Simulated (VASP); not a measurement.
Level of theory: PBEsol GGA, VASP's PBE PAW potentials (set 64) (plane waves; VASP).

VASP input:

**INCAR**
```
SYSTEM = CdSe
PREC = Accurate; ENCUT = 520; LREAL = F
LASPH = T
EDIFF = 1E-7; NELM = 100; ALGO = Normal
LMAXMIX = 4
ISMEAR = -5
GGA = PS
ISIF = 2
LWAVE = F; LCHARG = T; LORBIT = 11
NEDOS = 601
```

**POSCAR**
```
CdSe
1
    0.0000000000     3.0473472835     3.0473472835
    3.0473472835     0.0000000000     3.0473472835
    3.0473472835     3.0473472835     0.0000000000
Cd Se
1 1
Direct
  0.0000000000   0.0000000000   0.0000000000
  0.2500000000   0.2500000000   0.2500000000
```

### KPOINTS
```
Automatic
0
G
8 8 8
```

POTCAR, in this order: Cd Se (PBE.64 set). Program: vasp_std.

What VASP printed:

**OUTCAR**
```
 ion  position               nearest neighbor table
   1  0.000  0.000  0.000-   2 2.64   2 2.64   2 2.64   2 2.64
   2  0.250  0.250  0.250-   1 2.64   1 2.64   1 2.64   1 2.64
  LATTYP: Found a face centered cubic cell.
 ALAT       =     6.0946945670
 Subroutine PRICEL returns:
 Original cell was already a primitive cell.
 Subroutine GETGRP returns: Found 24 space group operations
The static configuration has the point symmetry T_d .
The dynamic configuration has the point symmetry T_d .
 Subroutine INISYM returns: Found 24 space group operations
 Subroutine IBZKPT returns following result:
 Found     29 irreducible k-points:

 Following reciprocal coordinates:
            Coordinates               Weight
  0.000000  0.000000  0.000000      1.000000
  0.125000  0.000000  0.000000      8.000000
  0.250000  0.000000  0.000000      8.000000
  0.375000  0.000000  0.000000      8.000000
  0.500000  0.000000  0.000000      4.000000
  0.125000  0.125000  0.000000      6.000000
  0.250000  0.125000  0.000000     24.000000
  0.375000  0.125000  0.000000     24.000000
  0.500000  0.125000  0.000000     24.000000
 -0.375000  0.125000  0.000000     24.000000
 -0.250000  0.125000  0.000000     24.000000
 -0.125000  0.125000  0.000000     12.000000
  0.250000  0.250000  0.000000      6.000000
  0.375000  0.250000  0.000000     24.000000
  0.500000  0.250000  0.000000     24.000000
 -0.375000  0.250000  0.000000     24.000000
 -0.250000  0.250000  0.000000     12.000000
  0.375000  0.375000  0.000000      6.000000
  0.500000  0.375000  0.000000     24.000000
 -0.375000  0.375000  0.000000     12.000000
  0.500000  0.500000  0.000000      3.000000
  0.375000  0.250000  0.125000     24.000000
  0.500000  0.250000  0.125000     48.000000
 -0.375000  0.250000  0.125000     24.000000
...
```

File OSZICAR:
```
       N       E                     dE             d eps       ncg     rms          rms(c)
DAV:   1     0.108559286387E+03    0.10856E+03   -0.91156E+03   770   0.126E+03
DAV:   2    -0.191133591784E+01   -0.11047E+03   -0.10586E+03   869   0.289E+02
DAV:   3    -0.653369025263E+01   -0.46224E+01   -0.46110E+01   874   0.614E+01
DAV:   4    -0.655722534648E+01   -0.23535E-01   -0.23533E-01   834   0.445E+00
DAV:   5    -0.655736523236E+01   -0.13989E-03   -0.13988E-03   884   0.311E-01    0.616E+00
DAV:   6    -0.620136928055E+01    0.35600E+00   -0.71250E-01  1023   0.120E+01    0.487E+00
DAV:   7    -0.617879464089E+01    0.22575E-01   -0.14658E-01   809   0.304E+00    0.221E+00
DAV:   8    -0.617750338002E+01    0.12913E-02   -0.14975E-02   814   0.184E+00    0.219E-01
DAV:   9    -0.617736655942E+01    0.13682E-03   -0.20870E-03   859   0.711E-01    0.496E-02
DAV:  10    -0.617737932344E+01   -0.12764E-04   -0.21532E-04   804   0.226E-01    0.386E-02
DAV:  11    -0.617740378689E+01   -0.24463E-04   -0.48807E-05   774   0.633E-02    0.155E-02
DAV:  12    -0.617740280769E+01    0.97920E-06   -0.57491E-06   854   0.369E-02    0.499E-03
DAV:  13    -0.617740313245E+01   -0.32476E-06   -0.11375E-06   769   0.808E-03    0.322E-03
DAV:  14    -0.617740309984E+01    0.32610E-07   -0.91320E-08   527   0.288E-03
   1 F= -.61774031E+01 E0= -.61774031E+01  d E =0.000000E+00
```

File OUTCAR:
```
------------------------ aborting loop because EDIFF is reached ----------------------------------------
  FORCE on cell =-STRESS in cart. coord.  units (eV):
  Direction    XX          YY          ZZ          XY          YZ          ZX
  --------------------------------------------------------------------------------------
  Total       -0.0002606     -0.0002606     -0.0002606     -0.0000000      0.0000000     -0.0000000
  in kB       -0.0073758     -0.0073758     -0.0073758     -0.0000000      0.0000000     -0.0000000
  external PRESSURE =      -0.0073758 kB  Pullay stress =       0.0000000 kB
  volume of cell :       56.60
      direct lattice vectors                 reciprocal lattice vectors
     0.000000000  3.047347284  3.047347284    -0.164077131  0.164077131  0.164077131
     3.047347284  0.000000000  3.047347284     0.164077131 -0.164077131  0.164077131
     3.047347284  3.047347284  0.000000000     0.164077131  0.164077131 -0.164077131
  FREE ENERGIE OF THE ION-ELECTRON SYSTEM (eV)
  ---------------------------------------------------
  free  energy   TOTEN  =        -6.1774030998 eV

  energy  without entropy=       -6.1774030998  energy(sigma->0) =       -6.17740310

 total charge

# of ion       s       p       d       tot
------------------------------------------
    1        0.448   0.314   9.550  10.312
    2        1.446   2.374   0.022   3.842
--------------------------------------------------
tot          1.894   2.688   9.572  14.154
```
(Selected blocks of OUTCAR.)

The compound is CdSe in the zinc blende structure, whereas wurtzite is the usual form. It was relaxed first.
